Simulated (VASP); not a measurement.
**Ge3P4: relaxation of cell and atoms with PBE**

Ge3P4:

```xyz
7
Lattice="-2.6000 2.6000 5.1500 2.6000 -2.6000 5.1500 2.6000 2.6000 -5.1500" Properties=species:S:1:pos:R:3 pbc="T T T"
Ge    0.0000    2.6000    2.5750
Ge    2.6000    0.0000    2.5750
Ge    0.0000    0.0000    0.0000
P     1.1960   -1.1960    6.3345
P    -1.1960    1.1960    6.3345
P     1.4040    1.4040   -1.1845
P     1.1960    1.1960    3.9655
```

The cell was built by a generator and needn't be a form met in nature.

| Quantity | Value |
| --- | --- |
| Program | VASP 6.6.1 |
| Task | relaxation of cell and atoms |
| Functional | PBE |
| Potentials or basis | VASP PAW PBE potentials, release 64 (Ge_d, P) |
| Cutoff | 520 eV |
| k mesh | 4 × 4 × 4 |
| Occupations | gaussian, width 0.15 eV |
| Spin | no spin polarisation |
| Further INCAR settings | PREC = Normal; ALGO = Fast; EDIFF = 0.0001; IBRION = 2; EDIFFG = -0.08; NSW = 24; ISIF = 3 |

```yaml
Relaxed_volume: 21.10 Å³/atom
Relaxed_cell: a = 6.477 Å, b = 6.477 Å, c = 6.477 Å, α = 131.87°, β = 131.87°, γ = 70.44°
Space_group_after_relaxing_to_0.05_Å: I-42m (No. 121)
Energy_gained_by_relaxing: 34.6 meV/atom
Ionic_steps: 11
Pressure_after_relaxing: 0.1 GPa
Largest_force_after_relaxing: 0.078 eV/Å
Band_gap_on_the_k_mesh: none (metal or under the smearing width)
```

Forces on the atoms (eV/Å):
```
Ge   0.000  0.000  0.000
Ge   0.000  0.000  0.000
Ge   0.000  0.000  0.000
P   -0.054  0.054 -0.017
P    0.054 -0.054 -0.017
P    0.054  0.054  0.017
P   -0.054 -0.054  0.017
```

Step by step:
| step | energy change (eV) | largest force (eV/Å) | pressure (GPa) | volume (Å³) |
| --- | --- | --- | --- | --- |
| 1 | 0.0000 | 0.8366 | 6.07 | 139.26 |
| 2 | -0.1710 | 0.1443 | -3.79 | 155.00 |
| 3 | -0.2291 | 0.1549 | -0.65 | 149.48 |
| 4 | -0.2288 | 0.1856 | 0.55 | 148.96 |
| 5 | -0.2291 | 0.1642 | -0.68 | 149.27 |
| 6 | -0.2340 | 0.1881 | -0.17 | 147.48 |
| 7 | -0.2286 | 0.2298 | 0.75 | 145.28 |
| 8 | -0.2316 | 0.2109 | 0.12 | 145.95 |
| 9 | -0.2301 | 0.2163 | 1.67 | 145.58 |
| 10 | -0.2313 | 0.2121 | 0.74 | 145.86 |
| 11 | -0.2422 | 0.0780 | 0.12 | 147.69 |

Final structure:
```cif
data_structure
_symmetry_space_group_name_H-M 'P 1'
_symmetry_Int_Tables_number 1
_cell_length_a 6.4774
_cell_length_b 6.4774
_cell_length_c 6.4774
_cell_angle_alpha 131.867
_cell_angle_beta 131.867
_cell_angle_gamma 70.439
_cell_volume 147.69
loop_
_atom_site_label
_atom_site_type_symbol
_atom_site_fract_x
_atom_site_fract_y
_atom_site_fract_z
_atom_site_occupancy
Ge1 Ge 0.75000 0.25000 0.50000 1
Ge2 Ge 0.25000 0.75000 0.50000 1
Ge3 Ge 0.00000 0.00000 0.00000 1
P1 P 0.38618 0.83707 0.00000 1
P2 P 0.83707 0.38618 0.00000 1
P3 P 0.16293 0.16293 0.54911 1
P4 P 0.61382 0.61382 0.45089 1
```

Levels at points of the mesh, in eV from the Fermi level:
| k point | band 29 | band 30 | band 31 | band 32 | band 33 | band 34 |
| --- | --- | --- | --- | --- | --- | --- |
| (0.00, 0.00, 0.00) | -0.48 | -0.05 | -0.05 | 0.40 | 1.13 | 1.49 |
| (0.50, 0.00, 0.00) | -2.21 | -1.93 | -1.04 | 2.05 | 2.29 | 2.50 |
| (0.50, 0.50, 0.00) | -1.01 | -0.75 | -0.70 | 0.37 | 1.05 | 1.93 |
| (0.50, 0.50, 0.50) | -2.38 | -1.37 | -1.37 | -0.08 | 0.47 | 0.88 |

Wall time 120 s on 1 thread of Intel(R) Xeon(R) 6975P-C (Granite Rapids), with other jobs on the host, peak memory 0.24 GiB.

Caveat: the k mesh is coarse (spacing up to 0.43 Å⁻¹), so the values aren't converged; the relaxation stopped at a loose force limit of 0.08 eV/Å, so its end isn't a converged minimum.
